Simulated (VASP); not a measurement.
The system is NiMoIrPdW.

```
Ni Mo Pd Ir W
1.0
     4.11705    0.00000    0.00000
    -2.05853    3.56547    0.00000
     0.00000    0.00000    5.44580
Ni Mo Pd Ir W
1 1 1 1 1
Direct
  0.00000 0.00000 0.95775
  0.66667 0.33333 0.96161
  0.66667 0.33333 0.46295
  0.33333 0.66667 0.72572
  0.33333 0.66667 0.23642
```

The cell was built by a generator and needn't be a form met in nature.

```yaml
Program: VASP 6.6.1
Task: relaxation of cell and atoms
Functional: LDA
Potentials_or_basis: VASP PAW LDA potentials, release 64 (Ni, Mo_sv, Pd, Ir, W_sv)
Cutoff: 600 eV
k_mesh: 8 × 8 × 5
Occupations: fermi-dirac, width 0.05 eV
Spin: collinear spin, ferromagnetic start
Starting_moments: "[1.0, 1.0, 0.0, 0.6, 0.0] μB"
```

At the start: pressure -12.0 GPa; volume 15.99 Å³/atom.

Q: Where does the relaxation end?

A: Over 13 steps the energy falls by 32.0 meV/atom and the volume is 15.18 Å³/atom (-5.1 %); space group P3m1 (No. 156, to 0.05 Å); moment 0.00 μB per cell.

Step by step:
```
step  energy change (eV)  largest force (eV/Å)  pressure (GPa)  volume (Å³)
   1              0.0000                0.1565          -12.05        79.94
   2              0.9846                1.0023           45.20        66.82
   3             -0.1585                0.0789           -0.67        76.11
   4             -0.1588                0.0902           -0.12        75.95
   5             -0.1588                0.0960            0.14        75.88
   6             -0.1598                0.0374            0.16        75.84
   7             -0.1598                0.0386            0.17        75.84
   8             -0.1598                0.0185           -0.36        75.99
   9             -0.1599                0.0206           -0.11        75.92
  10             -0.1600                0.0141           -0.01        75.88
  11             -0.1600                0.0143            0.00        75.89
  12             -0.1600                0.0145            0.00        75.89
  13             -0.1600                0.0096           -0.02        75.88
```

Final structure:
```
CELL_PARAMETERS angstrom
4.04104 0.00000 0.00000
-2.02052 3.49964 0.00000
0.00000 0.00000 5.36546
ATOMIC_POSITIONS crystal
Ni 0.00000 0.00000 0.95708
Mo 0.66667 0.33333 0.96189
Pd 0.66667 0.33333 0.46377
Ir 0.33333 0.66667 0.72497
W 0.33333 0.66667 0.23675
```
